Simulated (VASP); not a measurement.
Level of theory: rev-vdW-DF2, VASP's PBE PAW potentials (set 64) (plane waves; VASP).

VASP input:

### POSCAR
```
K
1
   -2.5459008921     2.5459008921     2.5459008921
    2.5459008921    -2.5459008921     2.5459008921
    2.5459008921     2.5459008921    -2.5459008921
K
1
Direct
  0.0000000000   0.0000000000   0.0000000000
```

### KPOINTS
```
Automatic mesh
0
gamma
 10 10 10
```

**INCAR**
```
SYSTEM = K
PREC = Accurate
ENCUT = 520
EDIFF = 1E-7
NELM = 100
ALGO = Normal
LREAL = .FALSE.
LASPH = .TRUE.
ISMEAR = 1
SIGMA = 0.1
GGA = MK
PARAM1 = 0.1234568
PARAM2 = 0.7114
ZAB_VDW = -1.8867
LUSE_VDW = .TRUE.
AGGAC = 0.0
LWAVE = .FALSE.
LCHARG = .FALSE.
ISIF = 2
```

POTCAR, in this order: K_sv (PBE.64 set). Program: vasp_std.

The resulting files:

OSZICAR:
```
       N       E                     dE             d eps       ncg     rms          rms(c)
DAV:   1     0.478636732559E+02    0.47864E+02   -0.37346E+03   752   0.871E+02
DAV:   2     0.234310404713E+01   -0.45521E+02   -0.45268E+02   752   0.217E+02
DAV:   3     0.981083381571E+00   -0.13620E+01   -0.13454E+01  1168   0.344E+01
DAV:   4     0.944033817803E+00   -0.37050E-01   -0.36898E-01  1144   0.435E+00
DAV:   5     0.943679087159E+00   -0.35473E-03   -0.35467E-03  1312   0.316E-01    0.274E+00
DAV:   6     0.944607430856E+00    0.92834E-03   -0.23656E-03  1240   0.371E-01    0.172E+00
DAV:   7     0.944357607031E+00   -0.24982E-03   -0.47497E-03  1168   0.484E-01    0.709E-02
DAV:   8     0.944281078698E+00   -0.76528E-04   -0.28554E-04  1184   0.206E-01    0.230E-02
DAV:   9     0.944234979371E+00   -0.46099E-04   -0.58539E-05  1016   0.490E-02    0.155E-02
DAV:  10     0.944232749576E+00   -0.22298E-05   -0.10491E-05  1256   0.252E-02    0.294E-03
DAV:  11     0.944232536973E+00   -0.21260E-06   -0.51989E-07  1120   0.521E-03    0.132E-03
DAV:  12     0.944232632378E+00    0.95405E-07   -0.11040E-07  1200   0.205E-03
   1 F= 0.94423263E+00 E0= 0.94457704E+00  d E =-.103323E-02
```

File OUTCAR:
```
------------------------ aborting loop because EDIFF is reached ----------------------------------------
  FORCE on cell =-STRESS in cart. coord.  units (eV):
  Direction    XX          YY          ZZ          XY          YZ          ZX
  --------------------------------------------------------------------------------------
  Total        0.1118188      0.1118188      0.1118188     -0.0000000     -0.0000000      0.0000000
  in kB        2.7141944      2.7141944      2.7141944     -0.0000000     -0.0000000      0.0000000
  external PRESSURE =       2.7141944 kB  Pullay stress =       0.0000000 kB
  volume of cell :       66.01
      direct lattice vectors                 reciprocal lattice vectors
    -2.545900892  2.545900892  2.545900892     0.000000000  0.196394134  0.196394134
     2.545900892 -2.545900892  2.545900892     0.196394134  0.000000000  0.196394134
     2.545900892  2.545900892 -2.545900892     0.196394134  0.196394134  0.000000000
 POSITION                                       TOTAL-FORCE (eV/Angst)
 -----------------------------------------------------------------------------------
      0.00000      0.00000      0.00000        -0.000000      0.000000      0.000000
 -----------------------------------------------------------------------------------
    total drift:                               -0.000000      0.000000      0.000000
  FREE ENERGIE OF THE ION-ELECTRON SYSTEM (eV)
  ---------------------------------------------------
  free  energy   TOTEN  =         0.9442326324 eV

  energy  without entropy=        0.9452658609  energy(sigma->0) =        0.94457704
```
(Selected blocks of OUTCAR.)

The compound is K in the bcc structure. This cell is one point of a volume scan, at 0.94 of the reference volume.
